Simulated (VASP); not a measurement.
Calculation: rev-vdW-DF2, VASP's PBE PAW potentials (set 64) (plane waves; VASP).

Input for VASP

### POSCAR
```
SiO2
1.0
  4.2470051494   0.0000000000   0.0000000000
  0.0000000000   4.2470051494   0.0000000000
  0.0000000000   0.0000000000   2.7225459479
Si O
2 4
Cart
  0.0000000000   0.0000000000   0.0000000000
  2.1235025747   2.1235025747   1.3612729740
  1.2996360704   1.2996360704   2.7225459479
  3.4231386451   0.8238665043   1.3612729740
  0.8238665043   3.4231386451   1.3612729740
  2.9473690790   2.9473690790   0.0000000000
```

### KPOINTS
```
Automatic mesh
0
Gamma
5 5 8
0 0 0
```

INCAR:
```
AGGAC  =  0.0
ALGO  =  Normal
EDIFF  =  1E-7
EDIFFG  =  -0.01
ENCUT  =  520
GGA  =  MK
IBRION  =  2
ISIF  =  4
ISMEAR  =  0
LASPH  =  .True.
LCHARG  =  .False.
LREAL  =  .False.
LUSE_VDW  =  .True.
LWAVE  =  .False.
NELM  =  100
NSW  =  30
PARAM1  =  0.1234568
PARAM2  =  0.7114
PREC  =  Accurate
SIGMA  =  0.05
SYSTEM  =  SiO2
ZAB_VDW  =  -1.8867
```

POTCAR, in this order: Si O (PBE.64 set). Program: vasp_std.

What does the run give for the energy per atom (σ→0), band gap (on the k-mesh)?

energy per atom (σ→0): -6.578 eV/atom
band gap (on the k-mesh): 4.85 eV

File OSZICAR:
```
...
   4 F= -.39465826E+02 E0= -.39465826E+02  d E =-.205259E-03
       N       E                     dE             d eps       ncg     rms          rms(c)
DAV:   1    -0.394659187827E+02   -0.92416E-04   -0.54449E-03  1284   0.651E-01    0.503E-02
DAV:   2    -0.394658878122E+02    0.30970E-04   -0.53544E-05  1404   0.621E-02    0.285E-02
DAV:   3    -0.394658709254E+02    0.16887E-04   -0.19558E-05  1404   0.391E-02    0.151E-03
DAV:   4    -0.394658710869E+02   -0.16146E-06   -0.13339E-06  1360   0.905E-03    0.137E-03
DAV:   5    -0.394658711076E+02   -0.20754E-07   -0.12692E-08   768   0.106E-03
   5 F= -.39465871E+02 E0= -.39465871E+02  d E =-.250040E-03
```

The compound is SiO2 in the rutile structure, stishovite, a high-pressure form. This cell is one point of a volume scan, at 1.03 of the reference volume. Symmetry was kept, so distortions that lower it aren't found.
